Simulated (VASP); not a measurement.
Data:

```
CELL_PARAMETERS angstrom
      3.18601     0.00000     0.00000
      0.00000     3.18601     0.00000
      0.00000     0.00000     3.18601
ATOMIC_POSITIONS crystal
  Zn 0.50000 0.50000 0.50000
  Au 0.00000 0.00000 0.00000
```

The numbers are results of PBE GGA, VASP's PBE PAW potentials (set 64) (plane waves; VASP), not measurements. Run with 520 eV cut-off, 13×13×13 Γ-centred mesh, tetrahedra with Blöchl corrections, potentials Zn Au.

Unless said otherwise, spin-orbit coupling is left out, though it shifts the bands of the heavy elements here.

### Question
Estimate the energy per atom (σ→0), band gap (on the k-mesh) with the smallest direct gap where there is one.

### Answer

* **band gap (on the k-mesh)**: none (metal, semimetal or under 0.01 eV)
* **energy per atom (σ→0)**: -2.375 eV/atom

The compound is AuZn in the CsCl type structure. It was relaxed first. The electron count is odd and the run is not spin-polarised, which forces a metal.
